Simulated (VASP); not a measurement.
Set up this calculation in VASP 6.6.1, as the native input.

```
Task                   : Born charges and dielectric tensor
Functional             : PBE
Potentials or basis    : VASP PAW PBE potentials, release 64 (Ga_d, N)
Cutoff                 : 520 eV
k mesh                 : 6 × 6 × 2
Occupations            : gaussian, width 0.02 eV
Spin                   : no spin polarisation
Further INCAR settings : ALGO = Normal; EDIFF = 1e-08; IBRION = 8; NSW = 1
```

The structure of GaN lies in POSCAR:

```
GaN                                     
1.0
    3.2183127037      0.0000000000      0.0000000000
   -1.6091563518      2.7871405545      0.0000000000
    0.0000000000      0.0000000000      5.2446999008
  Ga              N             
     2     2
Direct
     0.3333333300000021    0.6666666699999979    0.9991991009435923
     0.6666666699999979    0.3333333300000021    0.4991991009435923
     0.3333333300000021    0.6666666699999979    0.3758008990564077
     0.6666666699999979    0.3333333300000021    0.8758008990564077
```

These files were run (other wordings do the same):

INCAR

```
  PREC = Accurate
  ENCUT = 520
  EDIFF = 1E-8
  ISMEAR = 0
  SIGMA = 0.02
  LREAL = False
  LASPH = True
  NELM = 80
  ALGO = Normal
  ISIF = 2
  LWAVE = False
  LCHARG = False
  GGA = PE
  LEPSILON = True
  IBRION = 8
  NSW = 1
  KPAR = 4
```

KPOINTS

```
Automatic mesh
0
Gamma
  6 6 2
```

Potentials or basis: VASP PAW PBE potentials, release 64 (Ga_d, N).

Command:

```sh
$ cat potpaw_PBE.64/Ga_d/POTCAR potpaw_PBE.64/N/POTCAR > POTCAR
$ mpirun -np 4 vasp_std > vasp.out
```

It gave:

The band gap on the k mesh is 1.71 eV, direct and the electronic dielectric tensor (diagonal) is 7.17, 7.17, 7.40. The born charges (mean of the diagonal) is Ga +2.70; N -2.70 e and the highest phonon frequency at Γ, LO-TO splitting left out is 656 cm⁻¹.

Caveat: the k mesh is coarse (spacing up to 0.60 Å⁻¹), so the values aren't converged.

Wall time 2.9 min on 4 MPI ranks on Intel(R) Xeon(R) Platinum 8259CL CPU @ 2.50GHz (Skylake/Cascade Lake) (shared host), peak memory 0.27 GiB a rank.
